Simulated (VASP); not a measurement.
# BaTiO3 (space group P4mm): computed properties

Calculation: LDA (Ceperley-Alder, Perdew-Zunger), VASP's LDA PAW potentials (set 64) (plane waves; VASP 6.6.1).

- space group = P4mm (99)
- cell = a = b = 3.940 Å, c = 3.996 Å, α = β = γ = 90.00°
- volume per atom = 12.41 Å³/atom
- band gap (over mesh and band path) = 1.75 eV
- smallest direct gap (over mesh and band path) = 2.07 eV
- band-edge character = indirect, A to Γ
- density = 6.24 g/cm³

```
CELL_PARAMETERS angstrom
      3.93991     0.00000     0.00000
      0.00000     3.93991     0.00000
      0.00000     0.00000     3.99641
ATOMIC_POSITIONS crystal
  Ba 0.50000 0.50000 0.57965
  Ti 0.00000 0.00000 0.09265
  O  0.00000 0.50000 0.06507
  O  0.50000 0.00000 0.06507
  O  0.00000 0.00000 0.55755
```

Unless said otherwise, spin-orbit coupling is left out, though it shifts the bands of the heavy elements here.

The structure comes from a computed database's BaTiO3 entry (P4mm); how it stands against other phases isn't given here. It was relaxed first, which changed the volume by -5 %. Symmetry was kept, so distortions that lower it aren't found.
